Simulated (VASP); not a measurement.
# Si2Mo with r2SCAN: from relaxation to properties, part 3 of 4

What structure does Si2Mo take at this level, and what are its properties? The start cell is built, not measured: it takes the structure of COD entry 1532195, Si2W (space group 139 there), with some of its atoms replaced by other elements, volume scaled by an estimate.

VASP 6.6.1, plane waves and PAW; the level of theory is named at each step.

So far. Step 3 (Full relaxation (r2SCAN)): It ends with forces under 0.001 eV/Å and a pressure of -0.02 GPa. Step 4 (Single point with fields (r2SCAN)): In this run the pressure is -0.02 GPa, small enough to go on. The relaxed cell has a = 3.203, c = 7.817 Å (conventional setting).

### 5. Bands along the symmetry lines (r2SCAN)

Level of this step: r2SCAN; plane waves and PAW (Mo_sv, Si) (VASP).

Levels along the symmetry lines show where the bands peak and cross; KPOINTS_OPT computes them in the converged potential.

Input file INCAR:

```
SYSTEM = Si2Mo
PREC = Accurate
ENCUT = 400
EDIFF = 1E-06
NELM = 100
ISMEAR = 0
SIGMA = 0.05
LREAL = .FALSE.
ALGO = Normal
METAGGA = R2SCAN
LASPH = .TRUE.
NBANDS = 24
LORBIT = 11
LWAVE = .FALSE.
LCHARG = .FALSE.
```

Input file POSCAR:

```
Si2Mo
1.0
   -1.6015323554      1.6015323554      3.9083924648
    1.6015323554     -1.6015323554      3.9083924648
    1.6015323554      1.6015323554     -3.9083924648
Mo Si
1 2
Direct
    0.0000000000      0.0000000000      0.0000000000
    0.3354524068      0.3354524068      0.0000000000
    0.6645475932      0.6645475932      0.0000000000
```

Input file KPOINTS:

```
Automatic mesh
0
Gamma
10 10 10
0 0 0
```

Input file KPOINTS_OPT:

```
Line mode
16
Line-mode
Reciprocal
  0.00000000   0.00000000   0.00000000 GAMMA
  0.50000000  -0.50000000   0.00000000 X

  0.50000000  -0.50000000   0.00000000 X
  0.50000000  -0.50000000   0.08395472 Y

  0.50000000  -0.50000000   0.08395472 Y
  0.29197736  -0.29197736   0.29197736 S

  0.29197736  -0.29197736   0.29197736 S
  0.00000000   0.00000000   0.00000000 GAMMA

  0.00000000   0.00000000   0.00000000 GAMMA
  0.50000000   0.50000000  -0.50000000 Z

  0.50000000   0.50000000  -0.50000000 Z
  0.70802264   0.29197736  -0.29197736 S1

  0.70802264   0.29197736  -0.29197736 S1
  0.50000000   0.00000000   0.00000000 N

  0.50000000   0.00000000   0.00000000 N
  0.75000000  -0.25000000  -0.25000000 P

  0.75000000  -0.25000000  -0.25000000 P
  0.91604528   0.08395472  -0.50000000 Y1

  0.91604528   0.08395472  -0.50000000 Y1
  0.50000000   0.50000000  -0.50000000 Z

  0.50000000  -0.50000000   0.00000000 X
  0.75000000  -0.25000000  -0.25000000 P
```

The projector-augmented-wave data sets are Mo_sv and Si (PBE family, release 64).

Launch:

```console
$ mpirun -np 1 vasp_std
```

What it wrote:

```text
[... set-up lines as in an earlier step ...]
 entering main loop
       N       E                     dE             d eps       ncg     rms          rms(c)
DAV:   1     0.786022437265E+02    0.78602E+02   -0.95957E+03  4928   0.739E+02
DAV:   2    -0.498092038503E+02   -0.12841E+03   -0.12446E+03  6040   0.228E+02
DAV:   3    -0.521614695338E+02   -0.23523E+01   -0.23434E+01  5944   0.284E+01
DAV:   4    -0.521696013654E+02   -0.81318E-02   -0.81314E-02  5584   0.208E+00
DAV:   5    -0.521696542926E+02   -0.52927E-04   -0.52928E-04  5992   0.152E-01    0.247E+01
DAV:   6    -0.450290779125E+02    0.71406E+01   -0.42188E+00  5000   0.152E+01    0.499E+00
DAV:   7    -0.450102745968E+02    0.18803E-01   -0.22063E-01  5544   0.250E+00    0.376E+00
DAV:   8    -0.450156894751E+02   -0.54149E-02   -0.40601E-02  5912   0.136E+00    0.844E-01
DAV:   9    -0.450172811119E+02   -0.15916E-02   -0.66256E-03  5528   0.471E-01    0.310E-01
DAV:  10    -0.450174240498E+02   -0.14294E-03   -0.34776E-04  5800   0.107E-01    0.840E-02
DAV:  11    -0.450175659458E+02   -0.14190E-03   -0.19452E-04  5440   0.849E-02    0.534E-02
DAV:  12    -0.450175741339E+02   -0.81881E-05   -0.92499E-06  6040   0.164E-02    0.146E-02
DAV:  13    -0.450175765918E+02   -0.24579E-05   -0.28339E-06  5288   0.818E-03    0.493E-03
DAV:  14    -0.450175764785E+02    0.11335E-06   -0.13742E-07  2880   0.208E-03
   1 F= -.45017576E+02 E0= -.45017404E+02  d E =-.345634E-03
 Start KPOINTS_OPT (optional k-point list driver)
k-point batch [1-102\176]
       N       E                     dE             ncg
DAV:   1    -0.470551970056E+03   -0.53744E+05     4944
DAV:   2    -0.141054634378E+05   -0.13635E+05     6032
DAV:   3    -0.143610640818E+05   -0.25560E+03     5984
DAV:   4    -0.143620084180E+05   -0.94434E+00     5560
DAV:   5    -0.143620150445E+05   -0.66265E-02     6008
DAV:   6    -0.143620151266E+05   -0.82080E-04     5568
DAV:   7    -0.143620151279E+05   -0.12720E-05     4528
DAV:   8    -0.143620151280E+05   -0.14548E-06     3800
k-point batch [103-176\176]
       N       E                     dE             ncg
DAV:   1     0.132954229124E+05   -0.58109E+05     3616
DAV:   2     0.398412700475E+04   -0.93113E+04     4320
DAV:   3     0.381351183117E+04   -0.17062E+03     4448
DAV:   4     0.381289274135E+04   -0.61909E+00     4112
DAV:   5     0.381288846837E+04   -0.42730E-02     4456
DAV:   6     0.381288841665E+04   -0.51724E-04     4168
DAV:   7     0.381288841587E+04   -0.77648E-06     3432
```

Wall time 10 min (1 MPI rank of Intel Xeon 6975P-C (Granite Rapids), shared host); peak memory 0.24 GiB.

Parts of OUTCAR (step 5):

```text
   k-points           NKPTS =    102   k-points in BZ     NKDIM =    102   number of bands    NBANDS=     24

   NELECT =      22.0000    total number of electrons

 E-fermi :  12.1892

 k-point     2 :       0.1000   -0.0000    0.0000
  band No.  band energies     occupation
    ...
      7       8.1544      2.00000
      8       9.1808      2.00000
      9       9.6126      2.00000
     10       9.8460      2.00000
     11      12.0942      1.99277
     12      15.0249      0.00000
     13      15.2631      0.00000
     14      16.1516      0.00000
     15      16.4930      0.00000
     16      17.1702      0.00000
    ...

  Total       -0.0049378     -0.0049378     -0.0011186      0.0000000      0.0000000      0.0000000
  in kB       -0.1972931     -0.1972931     -0.0446937      0.0000000      0.0000000      0.0000000
  external PRESSURE =      -0.1464267 kB  Pullay stress =       0.0000000 kB

 POSITION                                       TOTAL-FORCE (eV/Angst)
 -----------------------------------------------------------------------------------
      0.00000      0.00000      0.00000        -0.000000     -0.000000      0.000000
      0.00000      0.00000      2.62216         0.000000      0.000000      0.000198
      0.00000      0.00000      5.19463         0.000000      0.000000     -0.000198
 -----------------------------------------------------------------------------------
    total drift:                                0.000000      0.000000     -0.000000

  FREE ENERGIE OF THE ION-ELECTRON SYSTEM (eV)
  ---------------------------------------------------
  free  energy   TOTEN  =       -45.0175764785 eV

  energy  without entropy=      -45.0172308447  energy(sigma->0) =      -45.01740366

[... 10 parts as in an earlier step ...]

[... 6 further parts left out ...]
```

Spin-orbit coupling is off here; it would split degenerate levels.

Numbers from this step:

```
bands    : 24
pressure : -0.01464 GPa
```

The electronic bands at the labelled points (eV, zero at the Fermi level; # counts the bands kept):

```csv
point,#3,#4,#5,#6,#7,#8,#9,#10
Γ,-3.01,-2.70,-2.70,0.45,3.52,3.57,3.75,3.75
0.47 of the way,-5.21,-2.75,-2.53,-1.52,3.09,3.73,4.07,4.09
X,-5.26,-4.61,-3.14,-1.30,2.70,3.12,3.55,3.72
0.47 of the way,-4.83,-4.60,-3.11,-1.45,2.54,2.98,3.10,4.39
Y,-4.62,-3.85,-3.00,-1.88,2.12,2.37,2.99,5.33
0.53 of the way,-3.17,-2.75,-2.52,-1.22,1.59,2.51,2.80,4.48
S,-2.78,-2.59,-2.29,-0.34,1.84,3.29,3.92,5.02
0.47 of the way,-3.69,-2.29,-1.94,-1.74,1.94,2.67,4.30,5.07
Γ,-3.01,-2.70,-2.70,0.45,3.52,3.57,3.75,3.75
0.47 of the way,-2.20,-2.20,-2.14,0.51,2.03,2.03,2.37,4.60
Z,-2.15,-0.50,-0.50,-0.47,-0.47,0.60,5.28,5.90
0.47 of the way,-2.53,-1.56,-1.26,-0.35,0.20,1.72,4.99,6.18
S1,-2.78,-2.59,-2.29,-0.34,1.84,3.29,3.92,5.02
0.47 of the way,-3.40,-2.65,-2.49,-0.43,2.31,3.69,3.69,4.73
N,-4.72,-2.69,-2.56,-0.45,2.63,3.37,4.57,4.58
0.53 of the way,-3.75,-3.34,-1.99,-1.92,0.67,2.54,3.68,4.41
P,-6.34,-2.78,-2.15,-2.15,0.62,2.70,4.37,4.37
0.47 of the way,-5.56,-3.43,-2.76,-1.72,1.44,2.56,3.92,4.55
Y1,-4.62,-3.85,-3.00,-1.88,2.12,2.37,2.99,5.33
0.53 of the way,-4.42,-1.65,-1.56,-0.64,0.20,1.73,4.58,6.11
Z,-2.15,-0.50,-0.50,-0.47,-0.47,0.60,5.28,5.90
jump to X,-5.26,-4.61,-3.14,-1.30,2.70,3.12,3.55,3.72
0.53 of the way,-6.01,-3.51,-2.78,-1.58,1.52,2.70,3.93,4.45
P,-6.34,-2.78,-2.15,-2.15,0.62,2.70,4.37,4.37
```

Of the projections kept (Mo, Si), the largest for each band there; the rest of the weight can lie on other orbitals:

```csv
point,#3,#4,#5,#6,#7,#8,#9,#10
Γ,Mo 1.00,Mo 0.68,Mo 0.68,Mo 1.00,-,Si 0.84,Si 0.77,Si 0.77
X,Si 0.95,Mo 0.59,Mo 0.86,Si 0.55,Mo 1.00,Mo 0.90,Si 0.85,Mo 0.89
Y,Mo 0.56,Si 0.71,Mo 0.86,Mo 0.64,Mo 0.99,Mo 0.51,Mo 0.87,Mo 0.64
S,Mo 0.85,Mo 0.80,Mo 0.73,Mo 0.99,Mo 0.94,Mo 0.85,Si 0.51,Si 0.90
Γ,Mo 1.00,Mo 0.68,Mo 0.68,Mo 1.00,-,Si 0.84,Si 0.77,Si 0.77
Z,Mo 0.92,Mo 0.94,Mo 0.94,Si 0.90,Si 0.90,Mo 1.00,Si 0.99,Si 0.72
```

There is no gap at this level.

### 6. Total and projected DOS (r2SCAN)

Here the states are counted by energy and projected on the atoms. The mesh is finer than in the run before.

INCAR: that of step 5 with these lines changed.

```diff
@@ -5,3 +5,3 @@
 NELM = 100
-ISMEAR = 0
+ISMEAR = -5
 SIGMA = 0.05
@@ -15 +15,2 @@
 LCHARG = .FALSE.
+NEDOS = 2001
```

POSCAR is that of step 5.

Input file KPOINTS:

```
Automatic mesh
0
Gamma
14 14 14
0 0 0
```

Launch:

```console
$ mpirun -np 1 vasp_std
```

What it wrote:

```text
[... set-up lines as in an earlier step ...]
 entering main loop
       N       E                     dE             d eps       ncg     rms          rms(c)
DAV:   1     0.775920711570E+02    0.77592E+02   -0.95487E+03 11832   0.737E+02
DAV:   2    -0.497707342159E+02   -0.12736E+03   -0.12372E+03 14568   0.226E+02
DAV:   3    -0.521654020438E+02   -0.23947E+01   -0.23867E+01 14168   0.284E+01
DAV:   4    -0.521736297023E+02   -0.82277E-02   -0.82274E-02 13352   0.210E+00
DAV:   5    -0.521736829658E+02   -0.53264E-04   -0.53268E-04 14440   0.153E-01    0.247E+01
DAV:   6    -0.450282631718E+02    0.71454E+01   -0.42314E+00 11904   0.152E+01    0.499E+00
DAV:   7    -0.450103407556E+02    0.17922E-01   -0.22556E-01 13336   0.251E+00    0.376E+00
DAV:   8    -0.450150036139E+02   -0.46629E-02   -0.41429E-02 14168   0.137E+00    0.856E-01
DAV:   9    -0.450166118320E+02   -0.16082E-02   -0.67238E-03 13192   0.475E-01    0.315E-01
DAV:  10    -0.450167373493E+02   -0.12552E-03   -0.33255E-04 13976   0.107E-01    0.883E-02
DAV:  11    -0.450168688938E+02   -0.13154E-03   -0.19961E-04 12744   0.861E-02    0.526E-02
DAV:  12    -0.450168800318E+02   -0.11138E-04   -0.10117E-05 14424   0.174E-02    0.139E-02
DAV:  13    -0.450168831461E+02   -0.31143E-05   -0.30975E-06 12672   0.858E-03    0.509E-03
DAV:  14    -0.450168829750E+02    0.17107E-06   -0.12004E-07  6912   0.200E-03
   1 F= -.45016883E+02 E0= -.45016883E+02  d E =0.000000E+00
 -----------------------------------------------------------------------------
|                                                                             |
|           W    W    AA    RRRRR   N    N  II  N    N   GGGG   !!!           |
|           W    W   A  A   R    R  NN   N  II  NN   N  G    G  !!!           |
|           W    W  A    A  R    R  N N  N  II  N N  N  G       !!!           |
|           W WW W  AAAAAA  RRRRR   N  N N  II  N  N N  G  GGG   !            |
|           WW  WW  A    A  R   R   N   NN  II  N   NN  G    G                |
|           W    W  A    A  R    R  N    N  II  N    N   GGGG   !!!           |
|                                                                             |
|     Tetrahedron method does not include variations of the Fermi             |
|     occupations, so forces and stress will be inaccurate. We suggest        |
|     using a different smearing scheme ISMEAR = 1 or 2 for metals in         |
|     relaxations.                                                            |
|                                                                             |
 -----------------------------------------------------------------------------
```

Elapsed: 12 min, on 1 MPI rank; peak memory 0.27 GiB.

Parts of OUTCAR (step 6):

```text
   k-points           NKPTS =    244   k-points in BZ     NKDIM =    244   number of bands    NBANDS=     24

   NELECT =      22.0000    total number of electrons

 E-fermi :  12.2808

 k-point     1 :       0.0000    0.0000    0.0000
  band No.  band energies     occupation
    ...
      6       5.5138      2.00000
      7       8.8384      2.00000
      8       9.1785      2.00000
      9       9.4848      2.00000
     10       9.4848      2.00000
     11      12.6362     -0.19298
     12      15.7116      0.00000
     13      15.7610      0.00000
     14      15.9429      0.00000
     15      15.9429      0.00000
    ...

  Total       -0.0119103     -0.0119103      0.0135878      0.0000000     -0.0000000      0.0000000
  in kB       -0.4758876     -0.4758876      0.5429119      0.0000000     -0.0000000      0.0000000
  external PRESSURE =      -0.1362878 kB  Pullay stress =       0.0000000 kB

 POSITION                                       TOTAL-FORCE (eV/Angst)
 -----------------------------------------------------------------------------------
      0.00000      0.00000      0.00000         0.000000      0.000000     -0.000000
      0.00000      0.00000      2.62216        -0.000000     -0.000000     -0.013172
      0.00000      0.00000      5.19463         0.000000      0.000000      0.013172
 -----------------------------------------------------------------------------------
    total drift:                                0.000000      0.000000     -0.000000

  FREE ENERGIE OF THE ION-ELECTRON SYSTEM (eV)
  ---------------------------------------------------
  free  energy   TOTEN  =       -45.0168829750 eV

  energy  without entropy=      -45.0168829750  energy(sigma->0) =      -45.01688298

[... 7 parts as in an earlier step ...]

[... 9 further parts left out ...]
```

With tetrahedra the forces and stress of a metal are not exact derivatives of the energy.

Numbers from this step:

* irreducible k-points: 244
* Fermi energy: 12.28 eV
* pressure: -0.01363 GPa
* DOS at the Fermi level: 0.2051 states/eV/cell

The density of states has structure finer than the step of the table below, so its rows give means over 1 eV, whole bins alone (the curve runs from -12.0 to 5.44 eV). Peaks (eV: height): total -2.5: 5.02, 2.5: 2.65, 3.7: 2.21, 4.8: 2.38; Mo d -2.7: 2.10, -2.4: 2.19, 2.5: 1.58, 3.7: 0.845; Si p -6.4: 0.342, -2.5: 0.720, 4.8: 0.356; Si s -10.3: 0.277, -9.6: 0.425, -9.1: 0.358, 2.6: 0.279.

States under -12.0 eV and over 5.4 eV are left out. Table of density of states by energy, zero at the Fermi level; means over each step; values in states/eV/cell:

```
energy (eV)  total    Mo d    Si p    Si s
        -11  0.529  0.0199  0.0270   0.175
        -10  0.813  0.0747  0.0461   0.262
         -9  0.832  0.0832  0.0660   0.240
         -8  0.609  0.0926  0.0670   0.144
         -7  0.577  0.0999   0.105  0.0612
         -6   1.16   0.189   0.277  0.0267
         -5  0.746   0.152   0.135  0.0638
         -4   1.37   0.419   0.191  0.0850
         -3   2.55    1.08   0.344  0.0736
         -2   2.87    1.21   0.405  0.0412
         -1  0.983   0.623  0.0769  0.0102
          0  0.250   0.158  0.0250  9.5e-4
          1  0.763   0.372  0.0904  0.0567
          2   1.95    1.09   0.179   0.126
          3   1.71   0.735   0.204   0.169
          4   1.85   0.670   0.218  0.0963
```

The finer mesh and the other smearing move the Fermi level by +0.09 eV from the 10×10×10 run, one measure of the sampling error in the zero of the bands above. Of the states within 0.3 eV of the Fermi level, the largest shares in the PAW spheres are Mo d 59 % and Si p 12 %. The rest lies in smaller channels or between the spheres.

[end of part 3 of 4]

[Lines on the potential files, build, host, timing and source positions are cut from VASP's logs without a mark.]

[Logs are printed without paths, hosts, clocks, repeated set-up lines and the standing remarks that a program may print on its own settings, such as how far it seeks lower states.]

[Hosts, paths, dates, database ids (printed as entryN), source tags and the programs' standing remarks are cut or masked in the printed files.]

[A measured line is paired with the nearest computed mode of its activity, which favours agreement.]
